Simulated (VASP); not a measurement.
An input for Ansatz (written as the equivalent of a VASP run, and not itself run):

Ansatz 0.2 input:
```yaml
crystal:
  lattice:
    - [0.0000000, 2.0250000, 2.0250000]
    - [2.0250000, 0.0000000, 2.0250000]
    - [2.0250000, 2.0250000, 0.0000000]
  atoms:
    - { symbol: Al, position: [0.0000000, 0.0000000, 0.0000000] }
kpoints:
  mp_grid: { grid: [14, 14, 14] }
hamiltonian:
  xc: rpbe
  pseudopotentials: { kind: paw }
scf:
  occupations: { method: methfessel_paxton, width: 0.1 }
  max_iter: 100
relax:
  max_steps: 60
  f_tol: 0.01
  cell: {}
output: { forces: true, stress: true, eigenvalues: true }
```

Task: Write the VASP files for the same calculation (RPBE).

Result: This is not unique; one that fits is 
**POSCAR**
```
Al
1
    0.0000000000     2.0250000000     2.0250000000
    2.0250000000     0.0000000000     2.0250000000
    2.0250000000     2.0250000000     0.0000000000
Al
1
Direct
  0.0000000000   0.0000000000   0.0000000000
```

### INCAR
```
SYSTEM = Al
PREC = Accurate
ENCUT = 520
EDIFF = 1E-6
NELM = 100
ALGO = Normal
LREAL = .FALSE.
LASPH = .TRUE.
ISMEAR = 1
SIGMA = 0.1
GGA = RP
LWAVE = .FALSE.
LCHARG = .FALSE.
IBRION = 2
ISIF = 3
NSW = 60
EDIFFG = -0.01
```

KPOINTS:
```
Automatic mesh
0
Gamma
14 14 14
0 0 0
```

POTCAR, in this order: Al (PBE.64 set). Program: vasp_std.

Limits of the translation: each code has its own PAW files, so the cut-off isn't converted (ENCUT is set for VASP's; basis.ecutwfc is left out, and Ansatz then takes the one that its files recommend); Ansatz stops its SCF on the density residual and VASP on the energy change (EDIFF).

The compound is Al in the fcc structure. This run relaxes it. Symmetry was kept, so distortions that lower it aren't found.
